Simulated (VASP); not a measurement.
A convergence study with VASP on GaP (zinc blende): one setting is varied, all else stays as given below, so the limit is that of these other settings. Each run relaxes cell and ions; the cell shown is the tightest run's result. The basis is that of the starting cell, so low cut-offs carry a Pulay error.

```
CELL_PARAMETERS angstrom
      0.00000     2.75282     2.75282
      2.75282     0.00000     2.75282
      2.75282     2.75282     0.00000
ATOMIC_POSITIONS crystal
  Ga 0.00000 0.00000 0.00000
  P  0.25000 0.25000 0.25000
```

All values below come from PBE GGA, VASP's PBE PAW potentials (set 64) (plane waves; VASP). The tightest run used: 700 eV cut-off, 7×7×7 Γ-centred mesh, Gaussian smearing of 0.050 eV, potentials Ga_d P.

The reference is ENCUT = 700, which took about 2 core-minutes. The timings are rough (shared machines, no repeats); factors under 2 mean little.

**Question.** Of the settings ENCUT = 200; ENCUT = 250; ENCUT = 300; ENCUT = 350; ENCUT = 400; ENCUT = 450; ENCUT = 500; ENCUT = 550; ENCUT = 600; ENCUT = 650; ENCUT = 700, which is the lowest that keeps the difference from the reference in relaxed volume (Å³/atom) within 0.1 from there on, and what does it cost?

**Answer.** ENCUT = 300; its cost over the reference is about 1/3.
```tsv
setting	difference in relaxed volume (Å³/atom)	cost over the reference
ENCUT = 200	3.148	about 1/2
ENCUT = 250	0.878	about 1/5
ENCUT = 300	0.063	about 1/3
ENCUT = 350	0.033	about 1/3
ENCUT = 400	0.055	about 1/2
ENCUT = 450	0.028	within a factor of 2
ENCUT = 500	0.005	about 1/2
ENCUT = 550	0.000	within a factor of 2
ENCUT = 600	0.003	within a factor of 2
ENCUT = 650	0.003	within a factor of 2
ENCUT = 700	0.000	reference
```

Left out are rungs that failed or repeat a setting and relaxations that didn't move; long series are thinned to 24 rows.

The compound is GaP in the zinc blende structure.
